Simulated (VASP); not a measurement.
Input:

```
CdS
1.0
    0.00000     2.46567     2.46567
    2.46567     0.00000     2.46567
    2.46567     2.46567     0.00000
Cd S
1 1
Direct
  0.00000   0.00000   0.00000
  0.50000   0.50000   0.50000
```

Computed with PBEsol GGA, VASP's PBE PAW potentials (set 64) (plane waves; VASP). Numerical set-up: 500 eV cut-off, 9×9×9 Γ-centred mesh, Gaussian smearing of 0.050 eV, potentials Cd S.

Task: Estimate the energy per atom (σ→0), pressure.

Result: 
```
Property                        Value
---------------------  --------------
energy per atom (σ→0)  -2.807 eV/atom
pressure                    44.88 GPa
```

Total energies compare only between runs with the same potentials, cut-off and functional.

The structure was generated: CdS was put into the rock salt type (Fm-3m), which need not be its known phase. It was relaxed first under an external pressure of 45 GPa.
